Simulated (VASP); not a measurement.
## A VASP study of InPd (r2SCAN + rVV10): structure first, properties next

What structure does InPd take at this level, and what are its properties? The steps: relaxing cell and atoms (r2SCAN + rVV10), second relaxation, density, ELF and potential (r2SCAN + rVV10), band structure (r2SCAN + rVV10), density of states (r2SCAN + rVV10), volume scan with r2SCAN + rVV10 and fit for r2SCAN + rVV10. The start is a computed cell from the Materials Project.

Method: r2SCAN with rVV10; plane waves and PAW (In_d, Pd), in VASP 6.6.1.

## Step 1: The starting structure

Before any relaxation, the start is as follows. Symmetry: Pm-3m, No. 221, cubic system. Conventional cell: a = 3.272 Å, b = 3.272 Å, c = 3.272 Å, α = 90.00°, β = 90.00°, γ = 90.00°. Nearest to In lie 8 Pd at 2.83 Å. Nearest to Pd lie 8 In at 2.83 Å. Farther neighbours are not listed.

## Step 2: Relaxing cell and atoms (r2SCAN + rVV10)

The start need not lie at this functional's minimum. ISIF = 3 frees volume, shape and positions, and EDIFFG sets the threshold on forces and stress at which the search stops. r2SCAN adds the kinetic-energy density, costs more than a GGA and is run with LASPH. LUSE_VDW switches on a nonlocal correlation term for dispersion.

Input file INCAR:

```
SYSTEM = InPd
PREC = Accurate
ENCUT = 400
EDIFF = 1E-06
NELM = 100
ISMEAR = 1
SIGMA = 0.2
LREAL = .FALSE.
ALGO = Normal
METAGGA = R2SCAN
LUSE_VDW = .TRUE.
IVDW_NL = 2
BPARAM = 11.95
CPARAM = 0.0093
LASPH = .TRUE.
NBANDS = 17
LORBIT = 11
LWAVE = .FALSE.
LCHARG = .FALSE.
KPAR = 2
IBRION = 2
NSW = 60
ISIF = 3
EDIFFG = -0.01
```

Input file POSCAR:

```
InPd
1.0
    3.2718847800      0.0000000000      0.0000000000
    0.0000000000      3.2718847800      0.0000000000
    0.0000000000      0.0000000000      3.2718847800
In Pd
1 1
Direct
    0.0000000000      0.0000000000      0.0000000000
    0.5000000000      0.5000000000      0.5000000000
```

Input file KPOINTS:

```
Automatic mesh
0
Gamma
6 6 6
0 0 0
```

The projector-augmented-wave data sets are In_d and Pd (PBE family, release 64).

Command:

```
mpirun -np 2 vasp_std
```

The log of the run:

```text
[banner, memory and clock lines left out]
running    2 mpi-ranks, on    1 nodes
 distrk:  each k-point on    1 cores,    2 groups
 distr:  one band on    1 cores,    1 groups

 POSCAR found type information on POSCAR InPd
 POSCAR found :  2 types and       2 ions
|                                                                             |
|               ----> ADVICE to this user running VASP <----                  |
|                                                                             |
|     You have switched on vdW-DFT.                                           |
|     This routine was written and supplied by Jiri Klimes. We recommend      |
|     that you carefully read and cite the following publications:            |
|       J. Klimes, D.R. Bowler, A. Michelides                                 |
|          J. Phys.: Cond Matt. 22 022201 (2010)                              |
|       J. Klimes, D.R. Bowler, A. Michelides                                 |
|          Phys. Rev. B. 83, 195131 (2011)                                    |
|     and references therein.                                                 |
|                                                                             |

|                                                                             |
|               ----> ADVICE to this user running VASP <----                  |
|                                                                             |
|     You enforced a specific xc type in the INCAR file but a different       |
|     [... a line on the potential file left out ...]
|     I HOPE YOU KNOW WHAT YOU ARE DOING!                                     |
|                                                                             |

 LDA part: xc-table for (None), standard interpolation
 POSCAR, INCAR and KPOINTS ok, starting setup
 FFT: planning ... GRIDC
 FFT: planning ... GRID_SOFT
 FFT: planning ... GRID
 WAVECAR not read
 entering main loop
       N       E                     dE             d eps       ncg     rms          rms(c)
Total rVV10 correction in eV:      0.6173994    28.2377842
Total rVV10 correction in eV:      0.6173994    28.2377842
DAV:   1     0.110047965889E+03    0.11005E+03   -0.97989E+03   704   0.150E+03
DAV:   2    -0.435179684587E+02   -0.15357E+03   -0.14868E+03   698   0.350E+02
DAV:   3    -0.513235063992E+02   -0.78055E+01   -0.77552E+01   775   0.882E+01
DAV:   4    -0.515035007990E+02   -0.17999E+00   -0.17992E+00   885   0.114E+01
DAV:   5    -0.515096785215E+02   -0.61777E-02   -0.61774E-02   946   0.194E+00    0.888E+00
Total rVV10 correction in eV:      0.5990281    28.2377839
Total rVV10 correction in eV:      0.5990281    28.2377839
DAV:   6    -0.461031739252E+02    0.54065E+01   -0.43844E+00   712   0.292E+01    0.383E+00
Total rVV10 correction in eV:      0.6015992    28.2377839
Total rVV10 correction in eV:      0.6015992    28.2377839
DAV:   7    -0.460032752311E+02    0.99899E-01   -0.39637E-01   874   0.587E+00    0.252E+00
Total rVV10 correction in eV:      0.5988113    28.2377839
Total rVV10 correction in eV:      0.5988113    28.2377839
DAV:   8    -0.460103291345E+02   -0.70539E-02   -0.33295E-02   834   0.151E+00    0.120E+00
Total rVV10 correction in eV:      0.5959774    28.2377839
Total rVV10 correction in eV:      0.5959774    28.2377839
DAV:   9    -0.460103847905E+02   -0.55656E-04   -0.14539E-02   750   0.122E+00    0.248E-01
Total rVV10 correction in eV:      0.5956831    28.2377839
Total rVV10 correction in eV:      0.5956831    28.2377839
DAV:  10    -0.460106923787E+02   -0.30759E-03   -0.96422E-04   976   0.304E-01    0.263E-01
Total rVV10 correction in eV:      0.5954551    28.2377839
Total rVV10 correction in eV:      0.5954551    28.2377839
DAV:  11    -0.460107389067E+02   -0.46528E-04   -0.25853E-04   851   0.194E-01    0.342E-02
Total rVV10 correction in eV:      0.5956158    28.2377839
Total rVV10 correction in eV:      0.5956158    28.2377839
DAV:  12    -0.460107300936E+02    0.88131E-05   -0.48072E-05   882   0.126E-01    0.848E-02
Total rVV10 correction in eV:      0.5956827    28.2377839
Total rVV10 correction in eV:      0.5956827    28.2377839
DAV:  13    -0.460107295608E+02    0.53280E-06   -0.13268E-05   855   0.416E-02    0.498E-02
Total rVV10 correction in eV:      0.5956748    28.2377839
Total rVV10 correction in eV:      0.5956748    28.2377839
DAV:  14    -0.460107286424E+02    0.91845E-06   -0.46175E-07   362   0.133E-02
Total rVV10 correction in eV:      0.5956427    28.2377839
Total rVV10 correction in eV:      0.5956427    28.2377839
Total rVV10 correction in eV:      0.5956614    28.2377839
Total rVV10 correction in eV:      0.5956614    28.2377839
   1 F= -.46010729E+02 E0= -.46012042E+02  d E =-.460107E+02
 curvature:   0.00 expect dE= 0.000E+00 dE for cont linesearch  0.000E+00
 trial: gam= 0.00000 g(F)=  0.000E+00 g(S)=  0.102E-01 ort = 0.000E+00 (trialstep = 0.100E+01)
 search vector abs. value=  0.102E-01
 bond charge predicted
       N       E                     dE             d eps       ncg     rms          rms(c)
Total rVV10 correction in eV:      0.5950857    28.2377839
Total rVV10 correction in eV:      0.5950857    28.2377839
DAV:   1    -0.462261355405E+02   -0.21541E+00   -0.41520E+00   734   0.328E+01    0.352E+00
Total rVV10 correction in eV:      0.5854396    28.2377830
Total rVV10 correction in eV:      0.5854396    28.2377830
DAV:   2    -0.460317282160E+02    0.19441E+00   -0.80304E-01   702   0.113E+01    0.104E+00
Total rVV10 correction in eV:      0.5861986    28.2377829
Total rVV10 correction in eV:      0.5861986    28.2377829
DAV:   3    -0.460129287720E+02    0.18799E-01   -0.61150E-02   875   0.442E+00    0.441E-01
Total rVV10 correction in eV:      0.5856119    28.2377829
Total rVV10 correction in eV:      0.5856119    28.2377829
DAV:   4    -0.460092946617E+02    0.36341E-02   -0.94700E-03  1042   0.175E+00    0.676E-01
Total rVV10 correction in eV:      0.5853820    28.2377829
Total rVV10 correction in eV:      0.5853820    28.2377829
DAV:   5    -0.460095641699E+02   -0.26951E-03   -0.41860E-04   748   0.221E-01    0.102E+00
Total rVV10 correction in eV:      0.5861110    28.2377829
Total rVV10 correction in eV:      0.5861110    28.2377829
DAV:   6    -0.460091188320E+02    0.44534E-03   -0.16899E-03   691   0.261E-01    0.905E-02
Total rVV10 correction in eV:      0.5860912    28.2377829
Total rVV10 correction in eV:      0.5860912    28.2377829
DAV:   7    -0.460091203373E+02   -0.15053E-05   -0.43163E-05   888   0.509E-02    0.115E-01
Total rVV10 correction in eV:      0.5861032    28.2377829
Total rVV10 correction in eV:      0.5861032    28.2377829
DAV:   8    -0.460091212451E+02   -0.90780E-06   -0.52679E-06   723   0.230E-02
Total rVV10 correction in eV:      0.5860106    28.2377829
Total rVV10 correction in eV:      0.5860106    28.2377829
Total rVV10 correction in eV:      0.5860664    28.2377829
Total rVV10 correction in eV:      0.5860664    28.2377829
   2 F= -.46009121E+02 E0= -.46010392E+02  d E =0.160740E-02
[...]
3 F= -.46012844E+02 E0= -.46014156E+02  d E =-.211542E-02
[...]
4 F= -.46012860E+02 E0= -.46014172E+02  d E =-.213157E-02
 curvature:  -0.27 expect dE=-0.999E-05 dE for cont linesearch -0.999E-05
 ZBRENT: interpolating
 opt :   0.4234  next Energy=   -46.012866 (dE=-0.214E-02)
 bond charge predicted
       N       E                     dE             d eps       ncg     rms          rms(c)
Total rVV10 correction in eV:      0.5914386    28.2377833
Total rVV10 correction in eV:      0.5914386    28.2377833
DAV:   1    -0.460129428449E+02   -0.82244E-04   -0.15308E-03   742   0.653E-01    0.635E-02
Total rVV10 correction in eV:      0.5916204    28.2377834
Total rVV10 correction in eV:      0.5916204    28.2377834
DAV:   2    -0.460128728548E+02    0.69990E-04   -0.28731E-04   711   0.215E-01    0.211E-02
Total rVV10 correction in eV:      0.5916068    28.2377834
Total rVV10 correction in eV:      0.5916068    28.2377834
DAV:   3    -0.460128650746E+02    0.77803E-05   -0.21374E-05   882   0.811E-02    0.101E-02
Total rVV10 correction in eV:      0.5916191    28.2377834
Total rVV10 correction in eV:      0.5916191    28.2377834
DAV:   4    -0.460128625740E+02    0.25006E-05   -0.36523E-06   724   0.340E-02    0.143E-02
Total rVV10 correction in eV:      0.5916227    28.2377834
Total rVV10 correction in eV:      0.5916227    28.2377834
DAV:   5    -0.460128631340E+02   -0.56004E-06   -0.15613E-07   357   0.438E-03
Total rVV10 correction in eV:      0.5916098    28.2377834
Total rVV10 correction in eV:      0.5916098    28.2377834
Total rVV10 correction in eV:      0.5916107    28.2377834
Total rVV10 correction in eV:      0.5916107    28.2377834
   5 F= -.46012863E+02 E0= -.46014174E+02  d E =-.213449E-02
 curvature:  -0.16 expect dE=-0.222E-05 dE for cont linesearch -0.222E-05
 trial: gam=-0.03544 g(F)=  0.121E-65 g(S)=  0.139E-04 ort = 0.377E-03 (trialstep = 0.885E+00)
 search vector abs. value=  0.189E-07
 reached required accuracy - stopping structural energy minimisation
```

It took 2.3 min on 2 MPI ranks of Intel Xeon Platinum 8259CL at 2.50GHz (Skylake/Cascade Lake), shared host; peak memory 0.42 GiB.

The logs omit lines about the potential files and the build; timing stands in the text.

OUTCAR, selected parts (step 2):

```text
ion  position               nearest neighbor table
   1  0.000  0.000  0.000-   2 2.83   2 2.83   2 2.83   2 2.83   2 2.83   2 2.83   2 2.83   2 2.83

  LATTYP: Found a simple cubic cell.
 ALAT       =     3.2718847800

 Subroutine GETGRP returns: Found 48 space group operations
 (whereof 48 operations were pure point group operations)

The static configuration has the point symmetry O_h .

 Found     20 irreducible k-points:

   k-points           NKPTS =     20   k-points in BZ     NKDIM =     20   number of bands    NBANDS=     17

   dimension x,y,z NGX =    24 NGY =   24 NGZ =   24
   dimension x,y,z NGXF=    48 NGYF=   48 NGZF=   48

   ENCUT  =  400.0 eV  29.40 Ry    5.42 a.u.   5.34  5.34  5.34*2*pi/ulx,y,z

   NELECT =      23.0000    total number of electrons

 k-points in reciprocal lattice and weights: Automatic mesh
   0.00000000  0.00000000  0.00000000       0.005
   0.16666667  0.00000000  0.00000000       0.028
   0.33333333  0.00000000  0.00000000       0.028
   0.50000000  0.00000000  0.00000000       0.014
   0.16666667  0.16666667  0.00000000       0.056
   0.33333333  0.16666667  0.00000000       0.111
   0.50000000  0.16666667  0.00000000       0.056
   0.33333333  0.33333333  0.00000000       0.056
   0.50000000  0.33333333  0.00000000       0.056
[...]
0.50000000  0.50000000  0.33333333       0.028
   0.50000000  0.50000000  0.50000000       0.005

 average (electrostatic) potential at core
       1 -96.3559       2 -75.1349

 E-fermi :  10.6134

 k-point     1 :       0.0000    0.0000    0.0000
  band No.  band energies     occupation
    ...
      7       6.4765      2.00000
      8       6.4765      2.00000
      9       8.1264      2.00000
     10       8.1264      2.00000
     11       8.1264      2.00000
     12      15.0832      0.00000
     13      15.0832      0.00000
     14      15.0832      0.00000
     15      20.8429      0.00000
     16      21.5246      0.00000
    ...

 k-point     2 :       0.1667    0.0000    0.0000
  band No.  band energies     occupation
    ...
      7       6.4815      2.00000
      8       6.5241      2.00000
      9       7.8171      2.00000
     10       7.8171      2.00000
     11       8.1067      2.00000
     12      12.6730     -0.00000
     13      15.9733      0.00000
     14      15.9733      0.00000
     15      21.1537      0.00000
     16      21.3629      0.00000
    ...

 k-point     3 :       0.3333    0.0000    0.0000
  band No.  band energies     occupation
    ...
      8       6.4920      2.00000
      9       7.3062      2.00000
     10       7.3062      2.00000
     11       8.0675      2.00000
     12       9.9938      2.00011
     13      18.2081      0.00000
     14      18.2081      0.00000
     15      20.9990      0.00000
     16      21.4206      0.00000
     17      24.7611      0.00000

  Total       -0.0138380     -0.0138380     -0.0138380      0.0000000     -0.0000000     -0.0000000
  in kB       -0.6403274     -0.6403274     -0.6403274      0.0000000     -0.0000000     -0.0000000
  external PRESSURE =      -0.6403274 kB  Pullay stress =       0.0000000 kB

  energy-cutoff  :      400.00
  volume of cell :       34.62
      direct lattice vectors                 reciprocal lattice vectors
     3.259320193 -0.000000000  0.000000000     0.306812446  0.000000000  0.000000000
    -0.000000000  3.259320193 -0.000000000     0.000000000  0.306812446  0.000000000
    -0.000000000 -0.000000000  3.259320193     0.000000000  0.000000000  0.306812446

 POSITION                                       TOTAL-FORCE (eV/Angst)
 -----------------------------------------------------------------------------------
      0.00000      0.00000      0.00000         0.000000      0.000000      0.000000
      1.62966      1.62966      1.62966        -0.000000     -0.000000      0.000000
 -----------------------------------------------------------------------------------
    total drift:                                0.000000      0.000000     -0.000000

  FREE ENERGIE OF THE ION-ELECTRON SYSTEM (eV)
  ---------------------------------------------------
  free  energy   TOTEN  =       -46.0128631340 eV

  energy  without entropy=      -46.0167951532  energy(sigma->0) =      -46.01417381

 reached required accuracy - stopping structural energy minimisation

 total charge
# of ion       s       p       d       tot
------------------------------------------
    1        0.806   0.793   9.901  11.500
    2        0.447   0.439   8.651   9.536
--------------------------------------------------
tot          1.252   1.232  18.552  21.036

[... 3 further parts left out ...]
```

This run has no spin polarisation. Its electron count is odd, so without a moment it is a metal by construction. The k-mesh is coarse for a metal. The PAW data sets were made with PBE, which is usual practice but a small mismatch for other functionals. The run keeps the 48 symmetry operations of its start, so it cannot find a distortion of lower symmetry.

Relaxation path:

```
step  energy less that of the first step (eV)  largest force (eV/Å)  pressure (GPa)  volume (Å³)
   1                                   0.0000                0.0000           -1.72        35.03
   2                                   0.0016                0.0000            1.84        34.08
   3                                  -0.0021                0.0000           -0.16        34.65
   4                                  -0.0021                0.0000            0.11        34.61
   5                                  -0.0021                0.0000           -0.06        34.62
```

```
conventional cell, symmetrised  before  after  change
                         a (Å)   3.272  3.259  -0.4 %
                         b (Å)   3.272  3.259  -0.4 %
                         c (Å)   3.272  3.259  -0.4 %
              volume (Å³/atom)   17.51  17.31  -1.1 %
```

The relaxed structure:

```xyz
2
Lattice="3.2593 0.0000 0.0000 0.0000 3.2593 0.0000 0.0000 0.0000 3.2593" Properties=species:S:1:pos:R:3 pbc="T T T"
In    0.0000    0.0000    0.0000
Pd    1.6297    1.6297    1.6297
```

This step gave:

```
electrons                       : 23
bands                           : 17
irreducible k-points            : 20
symmetry operations             : 48
free energy (TOTEN)             : -46.01 eV
energy at zero smearing         : -46.01 eV
Fermi energy                    : 10.61 eV
pressure                        : -0.06403 GPa
metallic                        : yes
SCF cycles over all ionic steps : 43
```

It ends with forces that vanish by symmetry and a pressure of -0.06 GPa.

[end of part 1 of 5]

[Lines on the potential files, build, host, timing and source positions are cut from VASP's logs without a mark.]

[Logs are printed without paths, hosts, clocks, repeated set-up lines and the standing remarks that a program may print on its own settings, such as how far it seeks lower states.]

[Hosts, paths, dates, database ids (printed as entryN), source tags and the programs' standing remarks are cut or masked in the printed files.]

[A measured line is paired with the nearest computed mode of its activity, which favours agreement.]
